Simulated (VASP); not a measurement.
Energy against volume of Ni₃Si (L1_2). Calculation: MS2 meta-GGA, VASP's PBE PAW potentials (set 64) (plane waves; VASP).

```json
[
 {"V (Å³/atom)": "9.666", "E (eV/atom)": "-8.65775"},
 {"V (Å³/atom)": "9.975", "E (eV/atom)": "-8.68102"},
 {"V (Å³/atom)": "10.283", "E (eV/atom)": "-8.68738"},
 {"V (Å³/atom)": "10.592", "E (eV/atom)": "-8.67944"},
 {"V (Å³/atom)": "10.900", "E (eV/atom)": "-8.65942"}
]
```

**Question.** Fit a third-order Birch-Murnaghan equation of state.

**Answer.** 
```
Item                                             Value
---------------------------------------  -------------
volume per atom                          10.26 Å³/atom
bulk modulus                                   250 GPa
pressure derivative of the bulk modulus           4.58
lattice constant a                             3.449 Å
```

Measured: a 3.510 Å (computed value off by -1.7 %), as given by Metallic Nickel Silicides: Experiments and Theory for NiSi and First Principles Calculations for Other Phases, …. The calculation is for a static lattice, while the measured a holds thermal and zero-point effects, which are part of the difference.

The compound is Ni3Si in the L1_2 structure. It was relaxed first, which changed the volume by -5 %. The run is not spin-polarised, so no magnetic state was tried.
